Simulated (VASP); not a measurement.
Energy against volume of CoGa (CsCl type). Level of theory: optB86b-vdW, VASP's PBE PAW potentials (set 64) (plane waves; VASP 6.6.1). Numerical set-up: 520 eV cut-off, 13×13×13 Γ-centred mesh, first-order Methfessel-Paxton smearing of 0.10 eV, potentials Ga_d Co.

```
V (Å³/atom)  E (eV/atom)
-----------  -----------
10.952          -2.40316
11.302          -2.42441
11.651          -2.43088
12.001          -2.42495
```

Q: Fit these four points and predict the energy of the run at 12.350 Å³/atom.

A: A cubic in V^(−2/3), the third-order Birch-Murnaghan form, passes through the four points with V0 = 11.65 Å³/atom and B0 = 189 GPa, and gives -2.4086 eV/atom there. The run gave -2.4086 eV/atom, +0.0 meV/atom from the fit; all five points give B0 = 189 GPa.

The compound is CoGa in the CsCl type structure. It was relaxed first. The run is not spin-polarised, so no magnetic state was tried.
